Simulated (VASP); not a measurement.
Method: PBEsol GGA, VASP's PBE PAW potentials (set 64) (plane waves; VASP).

The input files of a VASP run:

**POSCAR**
```
SiO2
1
    4.9941878069    -0.0000000000     0.0000000000
    0.0000000000     4.9941878069     0.0000000000
   -0.0000000000     0.0000000000     6.9332370839
Si O
4 8
Direct
  0.3037993127   0.3037993127   0.0000000000
  0.8037993127   0.1962006873   0.7500000000
  0.1962006873   0.8037993127   0.2500000000
  0.6962006873   0.6962006873   0.5000000000
  0.2380174604   0.1121049442   0.1828980124
  0.7380174604   0.3878950558   0.5671019876
  0.2619825396   0.6121049442   0.0671019876
  0.7619825396   0.8878950558   0.6828980124
  0.8878950558   0.7619825396   0.3171019876
  0.3878950558   0.7380174604   0.4328980124
  0.6121049442   0.2619825396   0.9328980124
  0.1121049442   0.2380174604   0.8171019876
```

INCAR:
```
SYSTEM  =  SiO2
PREC  =  Accurate; ENCUT  =  520; LREAL  =  F
LASPH  =  T
EDIFF  =  1E-6; NELM  =  100; ALGO  =  Normal
ISMEAR  =  0; SIGMA  =  0.05
GGA  =  PS
IBRION  =  2; NSW  =  60; ISIF  =  3
EDIFFG  =  -0.02
LWAVE  =  F; LCHARG  =  F
```

KPOINTS:
```
K-points
0
Gamma
 4 4 3
```

POTCAR, in this order: Si O (PBE.64 set). Program: vasp_std.

Output

### OUTCAR
```
 ion  position               nearest neighbor table
   1  0.304  0.304  0.000-   7 1.62  11 1.62   5 1.62  12 1.62   2 3.09   3 3.09   3 3.09   2 3.09
  LATTYP: Found a simple tetragonal cell.
 ALAT       =     4.9941878069
 C/A-ratio  =     1.3882611852
 Subroutine PRICEL returns:
 Original cell was already a primitive cell.
 Subroutine GETGRP returns: Found  8 space group operations
The static configuration has the point symmetry C_2 .
 The point group associated with its full space group is D_4 .
The dynamic configuration has the point symmetry C_2 .
 Subroutine INISYM returns: Found  8 space group operations
 Subroutine IBZKPT returns following result:
 Found     12 irreducible k-points:

 Following reciprocal coordinates:
            Coordinates               Weight
  0.000000  0.000000  0.000000      1.000000
  0.250000  0.000000  0.000000      4.000000
  0.500000  0.000000  0.000000      2.000000
  0.250000  0.250000  0.000000      4.000000
  0.500000  0.250000  0.000000      4.000000
  0.500000  0.500000  0.000000      1.000000
  0.000000  0.000000  0.333333      2.000000
  0.250000  0.000000  0.333333      8.000000
  0.500000  0.000000  0.333333      4.000000
  0.250000  0.250000  0.333333      8.000000
  0.500000  0.250000  0.333333      8.000000
  0.500000  0.500000  0.333333      2.000000
   k-points           NKPTS =     12   k-points in BZ     NKDIM =     12   number of bands    NBANDS=     39
   number of dos      NEDOS =    301   number of ions     NIONS =     12
   total plane-waves  NPLWV =  86400
   dimension x,y,z NGX =    40 NGY =   40 NGZ =   54
   dimension x,y,z NGXF=    80 NGYF=   80 NGZF=  108
   ions per type =               4   8
   PREC   = accura    normal or accurate (medium, high low for compatibility)
   ISTART =      0    job   : 0-new  1-cont  2-samecut
   ICHARG =      2    charge: 1-file 2-atom 10-const
   ISPIN  =      1    spin polarized calculation?
   LNONCOLLINEAR =      F non collinear calculations
...
```

**OSZICAR**
```
...
DAV:   6    -0.986828823090E+02   -0.28382E-07   -0.91279E-07   657   0.559E-03
   9 F= -.98682882E+02 E0= -.98682882E+02  d E =-.556012E-03
       N       E                     dE             d eps       ncg     rms          rms(c)
DAV:   1    -0.986831876578E+02   -0.30538E-03   -0.68844E-02   936   0.159E+00    0.955E-02
DAV:   2    -0.986831614767E+02    0.26181E-04   -0.17716E-03  1090   0.233E-01    0.287E-02
DAV:   3    -0.986831459721E+02    0.15505E-04   -0.49914E-05  1136   0.415E-02    0.127E-02
DAV:   4    -0.986831414930E+02    0.44791E-05   -0.11495E-05  1104   0.212E-02    0.416E-03
DAV:   5    -0.986831411567E+02    0.33625E-06   -0.18729E-06   657   0.842E-03
  10 F= -.98683141E+02 E0= -.98683141E+02  d E =-.258848E-03
       N       E                     dE             d eps       ncg     rms          rms(c)
DAV:   1    -0.986843362713E+02   -0.11948E-02   -0.61996E-01   936   0.476E+00    0.290E-01
DAV:   2    -0.986840528685E+02    0.28340E-03   -0.15777E-02  1083   0.696E-01    0.868E-02
DAV:   3    -0.986839098286E+02    0.14304E-03   -0.46741E-04  1136   0.126E-01    0.379E-02
DAV:   4    -0.986838712431E+02    0.38586E-04   -0.10212E-04  1104   0.628E-02    0.128E-02
DAV:   5    -0.986838696379E+02    0.16053E-05   -0.19283E-05  1097   0.253E-02    0.829E-03
DAV:   6    -0.986838695804E+02    0.57475E-07   -0.65343E-07   671   0.467E-03
  11 F= -.98683870E+02 E0= -.98683870E+02  d E =-.987271E-03
       N       E                     dE             d eps       ncg     rms          rms(c)
DAV:   1    -0.986869266556E+02   -0.30570E-02   -0.24797E+00   936   0.951E+00    0.572E-01
DAV:   2    -0.986858405335E+02    0.10861E-02   -0.61841E-02  1090   0.138E+00    0.174E-01
DAV:   3    -0.986852666128E+02    0.57392E-03   -0.19305E-03  1128   0.254E-01    0.750E-02
DAV:   4    -0.986851199097E+02    0.14670E-03   -0.39098E-04  1104   0.122E-01    0.264E-02
DAV:   5    -0.986851129759E+02    0.69339E-05   -0.78763E-05  1104   0.514E-02    0.163E-02
DAV:   6    -0.986851130912E+02   -0.11534E-06   -0.37936E-06   987   0.107E-02
  12 F= -.98685113E+02 E0= -.98685113E+02  d E =-.223078E-02
       N       E                     dE             d eps       ncg     rms          rms(c)
DAV:   1    -0.986937096859E+02   -0.85967E-02   -0.99189E+00   936   0.190E+01    0.112E+00
DAV:   2    -0.986896719653E+02    0.40377E-02   -0.23823E-01  1090   0.272E+00    0.354E-01
DAV:   3    -0.986873408772E+02    0.23311E-02   -0.83527E-03  1128   0.519E-01    0.147E-01
DAV:   4    -0.986868022519E+02    0.53863E-03   -0.14816E-03  1104   0.235E-01    0.577E-02
DAV:   5    -0.986867608982E+02    0.41354E-04   -0.34132E-04  1104   0.108E-01    0.320E-02
DAV:   6    -0.986867627375E+02   -0.18393E-05   -0.24760E-05  1083   0.275E-02    0.241E-02
DAV:   7    -0.986867651791E+02   -0.24416E-05   -0.12350E-05  1062   0.204E-02    0.122E-02
DAV:   8    -0.986867645416E+02    0.63749E-06   -0.90228E-06  1104   0.170E-02
  13 F= -.98686765E+02 E0= -.98686765E+02  d E =-.388223E-02
       N       E                     dE             d eps       ncg     rms          rms(c)
DAV:   1    -0.987123203593E+02   -0.25555E-01   -0.39666E+01   936   0.379E+01    0.217E+00
DAV:   2    -0.986989443307E+02    0.13376E-01   -0.89442E-01  1090   0.532E+00    0.736E-01
DAV:   3    -0.986890638789E+02    0.98805E-02   -0.40547E-02  1120   0.111E+00    0.284E-01
DAV:   4    -0.986872368245E+02    0.18271E-02   -0.57244E-03  1104   0.448E-01    0.141E-01
DAV:   5    -0.986869178134E+02    0.31901E-03   -0.17852E-03  1104   0.250E-01    0.571E-02
DAV:   6    -0.986869344024E+02   -0.16589E-04   -0.18400E-04  1090   0.769E-02    0.459E-02
DAV:   7    -0.986869443195E+02   -0.99170E-05   -0.33321E-05  1062   0.368E-02    0.219E-02
DAV:   8    -0.986869430833E+02    0.12361E-05   -0.36156E-05  1104   0.336E-02    0.772E-03
DAV:   9    -0.986869432892E+02   -0.20591E-06   -0.29454E-06   870   0.103E-02
  14 F= -.98686943E+02 E0= -.98686943E+02  d E =-.406098E-02
       N       E                     dE             d eps       ncg     rms          rms(c)
DAV:   1    -0.986917182677E+02   -0.47752E-02   -0.64956E+00   936   0.154E+01    0.948E-01
DAV:   2    -0.986891981785E+02    0.25201E-02   -0.17702E-01  1076   0.231E+00    0.273E-01
DAV:   3    -0.986877931151E+02    0.14051E-02   -0.44187E-03  1144   0.397E-01    0.127E-01
DAV:   4    -0.986873645013E+02    0.42861E-03   -0.12070E-03  1097   0.220E-01    0.381E-02
DAV:   5    -0.986873708560E+02   -0.63547E-05   -0.20500E-04  1090   0.813E-02    0.275E-02
DAV:   6    -0.986873715148E+02   -0.65880E-06   -0.44237E-06  1003   0.124E-02
  15 F= -.98687372E+02 E0= -.98687372E+02  d E =-.448921E-02
       N       E                     dE             d eps       ncg     rms          rms(c)
DAV:   1    -0.986866877890E+02    0.68307E-03   -0.14934E+00   936   0.740E+00    0.328E-01
DAV:   2    -0.986885014170E+02   -0.18136E-02   -0.32906E-02  1090   0.102E+00    0.120E-01
DAV:   3    -0.986881977224E+02    0.30369E-03   -0.64194E-04  1120   0.163E-01    0.621E-02
DAV:   4    -0.986880868553E+02    0.11087E-03   -0.30516E-04  1097   0.118E-01    0.147E-02
DAV:   5    -0.986880919317E+02   -0.50763E-05   -0.61651E-05  1097   0.452E-02    0.131E-02
DAV:   6    -0.986880915311E+02    0.40059E-06   -0.16520E-06   685   0.798E-03
  16 F= -.98688092E+02 E0= -.98688092E+02  d E =-.720016E-03
       N       E                     dE             d eps       ncg     rms          rms(c)
DAV:   1    -0.986880914462E+02    0.48545E-06   -0.11809E-04  1034   0.680E-02    0.330E-03
DAV:   2    -0.986880917316E+02   -0.28539E-06   -0.33509E-06   784   0.107E-02
  17 F= -.98688092E+02 E0= -.98688092E+02  d E =-.720217E-03
       N       E                     dE             d eps       ncg     rms          rms(c)
DAV:   1    -0.986883505282E+02   -0.25908E-03   -0.37474E-01   936   0.370E+00    0.138E-01
DAV:   2    -0.986888420136E+02   -0.49149E-03   -0.79281E-03  1097   0.496E-01    0.587E-02
DAV:   3    -0.986887852341E+02    0.56780E-04   -0.13200E-04  1128   0.736E-02    0.317E-02
DAV:   4    -0.986887632254E+02    0.22009E-04   -0.70982E-05  1104   0.567E-02    0.739E-03
DAV:   5    -0.986887646449E+02   -0.14195E-05   -0.14840E-05  1081   0.217E-02    0.616E-03
DAV:   6    -0.986887645248E+02    0.12006E-06   -0.40045E-07   664   0.404E-03
  18 F= -.98688765E+02 E0= -.98688765E+02  d E =-.672793E-03
       N       E                     dE             d eps       ncg     rms          rms(c)
DAV:   1    -0.986873544810E+02    0.14102E-02   -0.18357E+00   936   0.818E+00    0.303E-01
DAV:   2    -0.986897714740E+02   -0.24170E-02   -0.38427E-02  1097   0.109E+00    0.129E-01
DAV:   3    -0.986894936448E+02    0.27783E-03   -0.65156E-04  1120   0.163E-01    0.693E-02
DAV:   4    -0.986893887748E+02    0.10487E-03   -0.32248E-04  1104   0.121E-01    0.165E-02
DAV:   5    -0.986893956702E+02   -0.68954E-05   -0.69411E-05  1097   0.471E-02    0.132E-02
DAV:   6    -0.986893953413E+02    0.32889E-06   -0.19525E-06   731   0.893E-03
  19 F= -.98689395E+02 E0= -.98689395E+02  d E =-.130361E-02
       N       E                     dE             d eps       ncg     rms          rms(c)
DAV:   1    -0.986905053194E+02   -0.11096E-02   -0.36619E-01   936   0.369E+00    0.260E-01
DAV:   2    -0.986900476628E+02    0.45766E-03   -0.97600E-03  1090   0.551E-01    0.787E-02
DAV:   3    -0.986899429211E+02    0.10474E-03   -0.39252E-04  1121   0.111E-01    0.342E-02
DAV:   4    -0.986899175021E+02    0.25419E-04   -0.68617E-05  1097   0.506E-02    0.132E-02
DAV:   5    -0.986899146486E+02    0.28535E-05   -0.14551E-05  1104   0.224E-02    0.663E-03
DAV:   6    -0.986899146352E+02    0.13367E-07   -0.10082E-06   664   0.597E-03
  20 F= -.98689915E+02 E0= -.98689915E+02  d E =-.519294E-03
```

### OUTCAR
```
------------------------ aborting loop because EDIFF is reached ----------------------------------------
  FORCE on cell =-STRESS in cart. coord.  units (eV):
  Direction    XX          YY          ZZ          XY          YZ          ZX
  --------------------------------------------------------------------------------------
  Total        0.1708659      0.1708659      0.2210590     -0.0000000      0.0000000      0.0000000
  in kB        1.5376393      1.5376393      1.9893320     -0.0000000      0.0000000      0.0000000
  external PRESSURE =       1.6882035 kB  Pullay stress =       0.0000000 kB
  volume of cell :      178.04
      direct lattice vectors                 reciprocal lattice vectors
     5.035373948  0.000000000  0.000000000     0.198594982  0.000000000 -0.000000000
     0.000000000  5.035373948  0.000000000    -0.000000000  0.198594982 -0.000000000
     0.000000000  0.000000000  7.021792579    -0.000000000  0.000000000  0.142413777
 POSITION                                       TOTAL-FORCE (eV/Angst)
 -----------------------------------------------------------------------------------
      1.50019      1.50019      0.00000         0.004042      0.004042     -0.000000
      4.01788      1.01750      5.26634         0.004042     -0.004042     -0.000000
      1.01750      4.01788      1.75545        -0.004042      0.004042     -0.000000
      3.53518      3.53518      3.51090        -0.004042     -0.004042     -0.000000
      1.20608      0.50864      1.24658         0.006222     -0.003434      0.018529
      3.72377      2.00905      4.01977         0.006222      0.003434     -0.018529
      1.31160      3.02633      0.50887        -0.006222     -0.003434     -0.018529
      3.82929      4.52673      4.75747        -0.006222      0.003434      0.018529
      4.52673      3.82929      2.26432         0.003434     -0.006222     -0.018529
      2.00905      3.72377      3.00202         0.003434      0.006222      0.018529
      3.02633      1.31160      6.51292        -0.003434     -0.006222      0.018529
      0.50864      1.20608      5.77522        -0.003434      0.006222     -0.018529
 -----------------------------------------------------------------------------------
    total drift:                               -0.000000      0.000000      0.000000
  FREE ENERGIE OF THE ION-ELECTRON SYSTEM (eV)
  ---------------------------------------------------
  free  energy   TOTEN  =       -98.6899146352 eV

  energy  without entropy=      -98.6899146352  energy(sigma->0) =      -98.68991464

 reached required accuracy - stopping structural energy minimisation
```
(Selected blocks of OUTCAR.)

File CONTCAR:
```
SiO2
   1.00000000000000
     5.0353739477094601    0.0000000000000000    0.0000000000000000
     0.0000000000000000    5.0353739477094601    0.0000000000000000
     0.0000000000000000    0.0000000000000000    7.0217925792691531
  Si              O
     4     8
Direct
     0.2979304446824023    0.2979304446824023    0.0000000000000000
     0.7979304446824022    0.2020695553175978    0.7500000000000000
     0.2020695553175978    0.7979304446824022    0.2500000000000000
     0.7020695553175978    0.7020695553175978    0.5000000000000000
     0.2395219643497364    0.1010131604173315    0.1775297099025487
     0.7395219643497363    0.3989868395826685    0.5724702900974512
     0.2604780356502636    0.6010131604173318    0.0724702900974514
     0.7604780356502637    0.8989868395826682    0.6775297099025488
     0.8989868395826682    0.7604780356502637    0.3224702900974514
     0.3989868395826685    0.7395219643497363    0.4275297099025486
     0.6010131604173318    0.2604780356502636    0.9275297099025488
     0.1010131604173315    0.2395219643497364    0.8224702900974512
```

Energy and stress use the plane-wave basis of the starting cell.

The compound is SiO2 in the cristobalite structure. This run relaxes it. Symmetry was kept, so distortions that lower it aren't found. The start is the result of an earlier pass.
